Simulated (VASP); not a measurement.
Calculation: PBEsol GGA, VASP's PBE PAW potentials (set 64) (plane waves; VASP).

VASP input:

**KPOINTS**
```
Automatic mesh
0
Gamma
10 7 1
0 0 0
```

**POSCAR**
```
Pd(110) slab
1
    2.7396218003     0.0000000000     0.0000000000
    0.0000000000     3.8744108394     0.0000000000
    0.0000000000     0.0000000000    25.8983767488
Pd
8
Direct
  0.0000000000   0.0000000000   0.3181992512
  0.5000000000   0.5000000000   0.3660465300
  0.0000000000   0.0000000000   0.4210298731
  0.5000000000   0.5000000000   0.4735527560
  0.0000000000   0.0000000000   0.5264472440
  0.5000000000   0.5000000000   0.5789701269
  0.0000000000   0.0000000000   0.6339534700
  0.5000000000   0.5000000000   0.6818007488
```

**INCAR**
```
SYSTEM=Pd(110) slab
PREC=Normal; ENCUT=400; LREAL=.FALSE.
LASPH=.TRUE.
EDIFF=1E-6; NELM=100; NELMIN=4
ALGO=Normal; LMAXMIX=4
ISMEAR=1; SIGMA=0.1
GGA=PS
LWAVE=.FALSE.; LCHARG=.FALSE.; LORBIT=11
LVHAR=.TRUE.
DIPOL=0.5 0.5 0.5
LDIPOL=.TRUE.; IDIPOL=3
```

POTCAR, in this order: Pd (PBE.64 set). Program: vasp_std. Read from the step before: WAVECAR.

What VASP printed:

**OSZICAR**
```
       N       E                     dE             d eps       ncg     rms          rms(c)
DAV:   1    -0.450613372049E+02   -0.45061E+02   -0.46314E-05  2568   0.471E-02    0.269E-02
DAV:   2    -0.450613850721E+02   -0.47867E-04   -0.42352E-04  2600   0.155E-01    0.732E-02
DAV:   3    -0.450613259471E+02    0.59125E-04   -0.20804E-04  2536   0.115E-01    0.559E-03
DAV:   4    -0.450613273918E+02   -0.14447E-05   -0.69217E-06  2448   0.165E-02    0.288E-03
DAV:   5    -0.450613274624E+02   -0.70573E-07   -0.56639E-07  1424   0.613E-03
   1 F= -.45061327E+02 E0= -.45059488E+02  d E =-.551802E-02
```

### OUTCAR
```
------------------------ aborting loop because EDIFF is reached ----------------------------------------
  FORCE on cell =-STRESS in cart. coord.  units (eV):
  Direction    XX          YY          ZZ          XY          YZ          ZX
  --------------------------------------------------------------------------------------
  Total       -3.5425881     -2.1590944     -0.4959185      0.0000000      0.0000000      0.0000000
  in kB      -20.6472596    -12.5838457     -2.8903606      0.0000000      0.0000000      0.0000000
  external PRESSURE =     -12.0404886 kB  Pullay stress =       0.0000000 kB
  volume of cell :      274.90
      direct lattice vectors                 reciprocal lattice vectors
     2.739621800  0.000000000  0.000000000     0.365013886  0.000000000  0.000000000
     0.000000000  3.874410839  0.000000000     0.000000000  0.258103759  0.000000000
     0.000000000  0.000000000 25.898376749     0.000000000  0.000000000  0.038612459
 POSITION                                       TOTAL-FORCE (eV/Angst)
 -----------------------------------------------------------------------------------
      0.00000      0.00000      8.24084         0.000000      0.000000      0.007321
      1.36981      1.93721      9.48001         0.000000      0.000000      0.019158
      0.00000      0.00000     10.90399         0.000000      0.000000     -0.023963
      1.36981      1.93721     12.26425         0.000000      0.000000     -0.004413
      0.00000      0.00000     13.63413         0.000000      0.000000      0.004413
      1.36981      1.93721     14.99439         0.000000      0.000000      0.023963
      0.00000      0.00000     16.41837         0.000000      0.000000     -0.019158
      1.36981      1.93721     17.65753         0.000000      0.000000     -0.007321
 -----------------------------------------------------------------------------------
    total drift:                                0.000000     -0.000000      0.000000
  FREE ENERGIE OF THE ION-ELECTRON SYSTEM (eV)
  ---------------------------------------------------
  free  energy   TOTEN  =       -45.0613274624 eV

  energy  without entropy=      -45.0558094389  energy(sigma->0) =      -45.05948812

 total charge

# of ion       s       p       d       tot
------------------------------------------
    1        0.449   0.311   8.547   9.307
    2        0.489   0.470   8.461   9.420
    3        0.485   0.498   8.463   9.446
    4        0.488   0.493   8.474   9.455
    5        0.488   0.493   8.474   9.455
    6        0.485   0.498   8.463   9.446
    7        0.489   0.470   8.461   9.420
    8        0.449   0.311   8.547   9.307
--------------------------------------------------
tot          3.820   3.544  67.892  75.257
```
(Selected blocks of OUTCAR.)

The cell is a thin slab with vacuum, built from Pd (fcc): (110) face.
